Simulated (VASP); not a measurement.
Input:

```yaml
crystal:
  lattice:
    - [0.00000, 2.72724, 2.72724]
    - [2.72724, 0.00000, 2.72724]
    - [2.72724, 2.72724, 0.00000]
  atoms:
    - { symbol: Ce, position: [0.00000, 0.00000, 0.00000] }
    - { symbol: O, position: [0.25000, 0.25000, 0.25000] }
    - { symbol: O, position: [0.75000, 0.75000, 0.75000] }
```

Calculation: AM05 GGA, VASP's PBE PAW potentials (set 64) (plane waves; VASP). Settings: 520 eV cut-off, 7×7×7 Γ-centred mesh, Gaussian smearing of 0.050 eV, potentials Ce O.

Q: Estimate the energy per atom (σ→0), pressure.

A: 
```
Item                            Value
---------------------  --------------
energy per atom (σ→0)  -8.939 eV/atom
pressure                    -5.18 GPa
```

The compound is CeO2 in the fluorite structure. This cell is one point of a volume scan, at 1.03 of the reference volume. The run is not spin-polarised, so no magnetic state was tried.
